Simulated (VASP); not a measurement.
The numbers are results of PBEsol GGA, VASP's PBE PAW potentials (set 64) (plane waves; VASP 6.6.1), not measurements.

A VASP calculation is set up with these files.

**INCAR**
```
SYSTEM = Au
PREC = Accurate
ENCUT = 480
EDIFF = 1E-7
NELM = 100
ALGO = Normal
LREAL = .FALSE.
LASPH = .TRUE.
ISMEAR = 1
SIGMA = 0.1
GGA = PS
LMAXMIX = 6
LWAVE = .FALSE.
LCHARG = .FALSE.
ISIF = 3
IBRION = 2
NSW = 40
EDIFFG = -0.01
PSTRESS = 10
```

### POSCAR
```
Au
1
   -1.6194627179     1.6194627179     1.6194627179
    1.6194627179    -1.6194627179     1.6194627179
    1.6194627179     1.6194627179    -1.6194627179
Au
1
Direct
  0.0000000000   0.0000000000   0.0000000000
```

KPOINTS:
```
Automatic
0
Gamma
 14 14 14
0 0 0
```

POTCAR, in this order: Au (PBE.64 set). Program: vasp_std.

The resulting files:

**OSZICAR**
```
       N       E                     dE             d eps       ncg     rms          rms(c)
DAV:   1     0.389004227205E+02    0.38900E+02   -0.55410E+03  2056   0.101E+03
DAV:   2    -0.395254125091E+01   -0.42853E+02   -0.40135E+02  1934   0.190E+02
DAV:   3    -0.425981873083E+01   -0.30728E+00   -0.30713E+00  2127   0.175E+01
DAV:   4    -0.426071761418E+01   -0.89888E-03   -0.89887E-03  2034   0.996E-01
DAV:   5    -0.426072402137E+01   -0.64072E-05   -0.64065E-05  1996   0.839E-02    0.933E+00
DAV:   6    -0.392961083088E+01    0.33111E+00   -0.11144E+00  1887   0.101E+01    0.579E+00
DAV:   7    -0.390506224202E+01    0.24549E-01   -0.95023E-02  1977   0.285E+00    0.285E+00
DAV:   8    -0.390179787307E+01    0.32644E-02   -0.18895E-03  1973   0.507E-01    0.295E-01
DAV:   9    -0.390178009591E+01    0.17777E-04   -0.11836E-05  1988   0.412E-02    0.180E-02
DAV:  10    -0.390178385562E+01   -0.37597E-05   -0.11842E-06  2003   0.113E-02    0.297E-03
DAV:  11    -0.390178391747E+01   -0.61846E-07   -0.57565E-08  1104   0.245E-03
   1 F= -.37957457E+01 E0= -.37957994E+01  d E =-.379575E+01
       N       E                     dE             d eps       ncg     rms          rms(c)
DAV:   1    -0.392789817323E+01   -0.26114E-01   -0.60191E-01  1882   0.865E+00    0.100E+00
DAV:   2    -0.390081145670E+01    0.27087E-01   -0.93190E-02  1881   0.294E+00    0.390E-01
DAV:   3    -0.389959080321E+01    0.12207E-02   -0.59271E-03  1941   0.705E-01    0.283E-01
DAV:   4    -0.389960538103E+01   -0.14578E-04   -0.22936E-04  1969   0.130E-01    0.194E-02
DAV:   5    -0.389960393619E+01    0.14448E-05   -0.34740E-06  1951   0.206E-02    0.194E-03
DAV:   6    -0.389960490190E+01   -0.96572E-06   -0.13415E-07  1927   0.300E-03    0.473E-04
DAV:   7    -0.389960499571E+01   -0.93804E-07   -0.46619E-09   960   0.608E-04
   2 F= -.37951636E+01 E0= -.37952222E+01  d E =0.582124E-03
       N       E                     dE             d eps       ncg     rms          rms(c)
DAV:   1    -0.391276910067E+01   -0.13164E-01   -0.23947E-01  1882   0.547E+00    0.638E-01
DAV:   2    -0.390197089455E+01    0.10798E-01   -0.37129E-02  1881   0.186E+00    0.273E-01
DAV:   3    -0.390149632095E+01    0.47457E-03   -0.22128E-03  1935   0.431E-01    0.197E-01
DAV:   4    -0.390148717134E+01    0.91496E-05   -0.77083E-05  1968   0.746E-02    0.676E-03
DAV:   5    -0.390148735108E+01   -0.17974E-06   -0.14573E-06  2123   0.105E-02    0.126E-03
DAV:   6    -0.390148727837E+01    0.72715E-07   -0.57964E-08  1654   0.221E-03
   3 F= -.37960417E+01 E0= -.37960980E+01  d E =-.295963E-03
```

### OUTCAR
```
------------------------ aborting loop because EDIFF is reached ----------------------------------------
  FORCE on cell =-STRESS in cart. coord.  units (eV):
  Direction    XX          YY          ZZ          XY          YZ          ZX
  --------------------------------------------------------------------------------------
  Total        0.1062165      0.1062165      0.1062165     -0.0000000     -0.0000000      0.0000000
  in kB       10.0731137     10.0731137     10.0731137     -0.0000000     -0.0000000      0.0000000
  external PRESSURE =       0.0731137 kB  Pullay stress =      10.0000000 kB
  volume of cell :       16.89
      direct lattice vectors                 reciprocal lattice vectors
    -1.616440253  1.616440253  1.616440253     0.000000000  0.309321671  0.309321671
     1.616440253 -1.616440253  1.616440253     0.309321671  0.000000000  0.309321671
     1.616440253  1.616440253 -1.616440253     0.309321671  0.309321671  0.000000000
 POSITION                                       TOTAL-FORCE (eV/Angst)
 -----------------------------------------------------------------------------------
      0.00000      0.00000     -0.00000        -0.000000      0.000000     -0.000000
 -----------------------------------------------------------------------------------
    total drift:                                0.000000      0.000000      0.000000
  FREE ENERGIE OF THE ION-ELECTRON SYSTEM (eV)
  ---------------------------------------------------
  free  energy   TOTEN  =        -3.9014872784 eV

  energy  without entropy=       -3.9016562370  energy(sigma->0) =       -3.90154360
  enthalpy is  TOTEN    =        -3.7960416984 eV   P V=        0.1054455799

 reached required accuracy - stopping structural energy minimisation
```
(Selected blocks of OUTCAR.)

File CONTCAR:
```
Au
   1.00000000000000
    -1.6164402533245210    1.6164402533245210    1.6164402533245210
     1.6164402533245210   -1.6164402533245210    1.6164402533245210
     1.6164402533245210    1.6164402533245210   -1.6164402533245210
  Au
     1
Direct
     0.0000000000000000    0.0000000000000000    0.0000000000000000
```

The structure was generated: Au was put into the bcc type (Im-3m), which need not be its known phase. This run relaxes it under an external pressure of 1 GPa. Symmetry was kept, so distortions that lower it aren't found.
